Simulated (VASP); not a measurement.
Calculation: PBEsol GGA, VASP's PBE PAW potentials (set 64) (plane waves; VASP 6.6.1).

Input for VASP

### POSCAR
```
Ni3Al
1.0
  3.4130143862   0.0000000000   0.0000000000
  0.0000000000   3.4130143862   0.0000000000
  0.0000000000   0.0000000000   3.4130143862
Al Ni
1 3
Cartesian
  0.0000000000   0.0000000000   0.0000000000
  0.0000000000   1.7065071931   1.7065071931
  1.7065071931   0.0000000000   1.7065071931
  1.7065071931   1.7065071931   0.0000000000
```

INCAR:
```
ALGO=Normal
EDIFF=1E-7
ENCUT=480
GGA=PS
ISIF=2
ISMEAR=1
ISPIN=2
LASPH=.True.
LCHARG=.False.
LMAXMIX=4
LORBIT=10
LREAL=.False.
LWAVE=.False.
MAGMOM=-0.0 3*0.2
NELM=100
PREC=Accurate
SIGMA=0.1
SYSTEM=Ni3Al
```

### KPOINTS
```
Automatic mesh
0
Gamma
8 8 8
0 0 0
```

POTCAR, in this order: Al Ni (PBE.64 set). Program: vasp_std.

The resulting files:

### OSZICAR
```
       N       E                     dE             d eps       ncg     rms          rms(c)
DAV:   1     0.187184947935E+03    0.18718E+03   -0.13974E+04  2840   0.204E+03
DAV:   2    -0.182554660395E+02   -0.20544E+03   -0.19811E+03  2820   0.370E+02
DAV:   3    -0.288377823793E+02   -0.10582E+02   -0.97530E+01  3028   0.113E+02
DAV:   4    -0.290542098450E+02   -0.21643E+00   -0.21525E+00  3324   0.148E+01
DAV:   5    -0.290610429593E+02   -0.68331E-02   -0.68317E-02  3400   0.247E+00    0.227E+01
DAV:   6    -0.286337872199E+02    0.42726E+00   -0.77063E+01  3092   0.147E+02    0.189E+01
DAV:   7    -0.241255792725E+02    0.45082E+01   -0.20672E+01  3072   0.766E+01    0.335E+00
DAV:   8    -0.240586186904E+02    0.66961E-01   -0.40403E-01  3092   0.634E+00    0.157E+00
DAV:   9    -0.240293632537E+02    0.29255E-01   -0.41550E-02  3716   0.289E+00    0.343E-01
DAV:  10    -0.240289583211E+02    0.40493E-03   -0.19391E-03  3072   0.550E-01    0.255E-01
DAV:  11    -0.240299652488E+02   -0.10069E-02   -0.97395E-04  3536   0.525E-01    0.361E-01
DAV:  12    -0.240285231748E+02    0.14421E-02   -0.12538E-03  3296   0.695E-01    0.299E-01
DAV:  13    -0.240283012128E+02    0.22196E-03   -0.10976E-02  3360   0.186E+00    0.291E-01
DAV:  14    -0.240278287246E+02    0.47249E-03   -0.10895E-03  3216   0.649E-01    0.165E-01
DAV:  15    -0.240276307604E+02    0.19796E-03   -0.17136E-03  3372   0.767E-01    0.974E-02
DAV:  16    -0.240276138471E+02    0.16913E-04   -0.12429E-04  3184   0.203E-01    0.641E-02
DAV:  17    -0.240275742062E+02    0.39641E-04   -0.49035E-05  3432   0.134E-01    0.212E-02
DAV:  18    -0.240275721544E+02    0.20519E-05   -0.78615E-06  3336   0.378E-02    0.103E-02
DAV:  19    -0.240275712396E+02    0.91481E-06   -0.18141E-06  3240   0.224E-02    0.407E-03
DAV:  20    -0.240275713271E+02   -0.87509E-07   -0.39162E-07  2640   0.849E-03
   1 F= -.24027571E+02 E0= -.24027315E+02  d E =-.767626E-03  mag=     0.0003
```

### OUTCAR
```
------------------------ aborting loop because EDIFF is reached ----------------------------------------
  FORCE on cell =-STRESS in cart. coord.  units (eV):
  Direction    XX          YY          ZZ          XY          YZ          ZX
  --------------------------------------------------------------------------------------
  Total        5.6303009      5.6303009      5.6303009     -0.0000000     -0.0000000      0.0000000
  in kB      226.8965175    226.8965175    226.8965175     -0.0000000     -0.0000000      0.0000000
  external PRESSURE =     226.8965175 kB  Pullay stress =       0.0000000 kB
  volume of cell :       39.76
      direct lattice vectors                 reciprocal lattice vectors
     3.413014386  0.000000000  0.000000000     0.292996128  0.000000000  0.000000000
     0.000000000  3.413014386  0.000000000     0.000000000  0.292996128  0.000000000
     0.000000000  0.000000000  3.413014386     0.000000000  0.000000000  0.292996128
 POSITION                                       TOTAL-FORCE (eV/Angst)
 -----------------------------------------------------------------------------------
      0.00000      0.00000      0.00000         0.000000      0.000000      0.000000
      0.00000      1.70651      1.70651         0.000000      0.000000      0.000000
      1.70651      0.00000      1.70651         0.000000      0.000000      0.000000
      1.70651      1.70651      0.00000         0.000000      0.000000      0.000000
 -----------------------------------------------------------------------------------
    total drift:                                0.000000     -0.000000     -0.000000
  FREE ENERGIE OF THE ION-ELECTRON SYSTEM (eV)
  ---------------------------------------------------
  free  energy   TOTEN  =       -24.0275713271 eV

  energy  without entropy=      -24.0268037007  energy(sigma->0) =      -24.02731545

 total charge

# of ion       s       p       d       tot
------------------------------------------
    1        0.424   0.448   0.000   0.872
    2        0.557   0.646   8.454   9.657
    3        0.557   0.646   8.454   9.657
    4        0.557   0.646   8.454   9.657
--------------------------------------------------
tot          2.094   2.386  25.361  29.842

 magnetization (x)

# of ion       s       p       d       tot
------------------------------------------
    1       -0.000   0.000   0.000  -0.000
    2       -0.000   0.000   0.000   0.000
    3       -0.000   0.000   0.000   0.000
    4       -0.000   0.000   0.000   0.000
--------------------------------------------------
tot         -0.000   0.000   0.000   0.000
```
(Selected blocks of OUTCAR.)

The compound is Ni3Al in the L1_2 structure. This cell was strained or had an atom moved on purpose.
